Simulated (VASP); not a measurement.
Crystal: Ag3F.

```
Ag F
1.0
     5.80949    0.00000    0.00000
    -2.90474    5.03116    0.00000
     0.00000    0.00000    4.57634
Ag F
6 2
Direct
  0.16733 0.33467 0.25000
  0.16733 0.83267 0.25000
  0.66533 0.83267 0.25000
  0.83267 0.66533 0.75000
  0.83267 0.16733 0.75000
  0.33467 0.16733 0.75000
  0.33333 0.66667 0.75000
  0.66667 0.33333 0.25000
```

The cell comes from a database or a generator and needn't be the stable form of this composition.

```yaml
Program: VASP 6.6.1
Task: single point
Functional: PBE
Potentials_or_basis: VASP PAW PBE potentials, release 64 (Ag, F)
Cutoff: 520 eV
k_mesh: 5 × 5 × 6
Occupations: fermi-dirac, width 0.05 eV
Spin: no spin polarisation
```

On this cell: pressure -0.6 GPa; largest force 0.007 eV/Å; band gap on the k mesh none (metal or under the smearing width).

The same run follows on a disturbed copy (atoms moved at random, drawn with an rms of 0.05 Å):

```
Ag F
1.0
     5.80949    0.00000    0.00000
    -2.90474    5.03116    0.00000
     0.00000    0.00000    4.57634
Ag F
6 2
Direct
  0.17971 0.33741 0.24137
  0.16909 0.83365 0.24195
  0.66150 0.83329 0.25617
  0.83592 0.67092 0.75491
  0.83397 0.17191 0.74193
  0.31911 0.16112 0.75979
  0.33002 0.66122 0.75108
  0.65581 0.32181 0.25226
```

**Question.** What changes?

**Answer.** The energy (extrapolated to zero smearing) moves by +6.6 meV/atom; pressure -0.2 GPa; largest force 0.599 eV/Å; band gap on the k mesh none (metal or under the smearing width).

Forces in eV/Å, atoms in the order of the input:
```
Ag  -0.253  0.021  0.249
Ag  -0.022 -0.152  0.332
Ag   0.149  0.109 -0.135
Ag  -0.148 -0.196 -0.112
Ag  -0.136  0.043  0.112
Ag   0.366  0.153 -0.449
F    0.010  0.016 -0.023
F    0.035  0.006  0.026
```

Stress tensor (GPa, compression positive):
```
-0.26 -0.12 -0.10
-0.12 -0.17  0.32
-0.10  0.32 -0.10
```
